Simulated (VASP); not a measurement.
Method: AM05 GGA, VASP's PBE PAW potentials (set 64) (plane waves; VASP).

A VASP calculation is set up with these files.

### KPOINTS
```
k-points along high-symmetry lines
15
Line-mode
Reciprocal
  0.000000   0.000000   0.000000 ! GAMMA
  0.500000   0.000000   0.500000 ! X

  0.500000   0.000000   0.500000 ! X
  0.625000   0.250000   0.625000 ! U

  0.375000   0.375000   0.750000 ! K
  0.000000   0.000000   0.000000 ! GAMMA

  0.000000   0.000000   0.000000 ! GAMMA
  0.500000   0.500000   0.500000 ! L

  0.500000   0.500000   0.500000 ! L
  0.500000   0.250000   0.750000 ! W

  0.500000   0.250000   0.750000 ! W
  0.500000   0.000000   0.500000 ! X
```

POSCAR:
```
CoSi2
5.3033780
  0.0000000000   0.5000000141   0.5000000141
  0.5000000141   0.0000000000   0.5000000141
  0.5000000141   0.5000000141   0.0000000000
Co Si
1 2
direct
  0.0000000000   0.0000000000   0.0000000000
  0.2500000000   0.2500000000   0.2500000000
  0.7500000000   0.7500000000   0.7500000000
```

**INCAR**
```
SYSTEM = CoSi2
PREC = Accurate; ENCUT = 520; LREAL = .False.
LASPH = .True.; ICHARG = 11
EDIFF = 1E-7; NELM = 100; ALGO = Normal
LMAXMIX = 4
ISMEAR = 0; SIGMA = 0.05
GGA = AM
LWAVE = .False.; LCHARG = .False.; LORBIT = 11
```

POTCAR, in this order: Co Si (PBE.64 set). Program: vasp_std. Read from the step before: CHGCAR.

Output

OSZICAR:
```
       N       E                     dE             d eps       ncg     rms          rms(c)
DAV:   1     0.685436451102E+02    0.68544E+02   -0.71865E+03  2168   0.136E+03
DAV:   2    -0.162270738855E+02   -0.84771E+02   -0.79461E+02  2208   0.256E+02
DAV:   3    -0.200273327898E+02   -0.38003E+01   -0.36200E+01  2816   0.620E+01
DAV:   4    -0.201054571905E+02   -0.78124E-01   -0.77052E-01  2724   0.801E+00
DAV:   5    -0.201075262517E+02   -0.20691E-02   -0.20675E-02  2832   0.136E+00
DAV:   6    -0.201076255194E+02   -0.99268E-04   -0.99255E-04  3152   0.251E-01
DAV:   7    -0.201076264772E+02   -0.95786E-06   -0.95683E-06  2856   0.232E-02
DAV:   8    -0.201076265011E+02   -0.23890E-07   -0.24191E-07  2260   0.329E-03
   1 F= -.20107627E+02 E0= -.20106281E+02  d E =-.269162E-02
```

File OUTCAR:
```
 val. band max:       11.5597433539   @ k =   0.1786   0.0000   0.1786

 cond. band min:      11.5666685355   @ k =   0.0000   0.0000   0.0000



 k-point     1 :       0.0000    0.0000    0.0000
  band No.  band energies     occupation
      1      -2.9330      2.00000
      2       6.1869      2.00000
      3       6.1869      2.00000
      4       6.1869      2.00000
      5       8.3980      2.00000
      6       8.3980      2.00000
      7      11.5667      0.84749
      8      13.8312      0.00000
      9      13.8312      0.00000
     10      13.8392      0.00000
     11      13.9411      0.00000
     12      13.9411      0.00000

 k-point     2 :       0.0357    0.0000    0.0357
  band No.  band energies     occupation
      1      -2.9066      2.00000
      2       6.1420      2.00000
      3       6.1881      2.00000
      4       6.1881      2.00000
      5       8.3732      2.00000
      6       8.4052      2.00000
      7      11.5907      0.38388
      8      13.2257      0.00000
      9      13.2257      0.00000
     10      13.7453      0.00000
     11      14.0039      0.00000
     12      14.5853      0.00000

 k-point     3 :       0.0714    0.0000    0.0714
  band No.  band energies     occupation
      1      -2.8272      2.00000
      2       6.0147      2.00000
      3       6.1920      2.00000
      4       6.1920      2.00000
      5       8.2976      2.00000
      6       8.4263      2.00000
      7      11.6536      0.00803
      8      12.6064      0.00000
      9      12.6064      0.00000
     10      13.4737      0.00000
     11      14.1937      0.00000
     12      15.2677      0.00000

 k-point     4 :       0.1071    0.0000    0.1071
  band No.  band energies     occupation
      1      -2.6953      2.00000
      2       5.8234      2.00000
      3       6.1996      2.00000
      4       6.1996      2.00000
      5       8.1679      2.00000
      6       8.4607      2.00000
      7      11.7351      0.00000
...
```

The density is held fixed in this step, so its total energy and stress have no physical meaning.

The compound is CoSi2 in the fluorite structure. It was relaxed first. The run is not spin-polarised, so no magnetic state was tried. The electron count is odd and the run is not spin-polarised, which forces a metal.
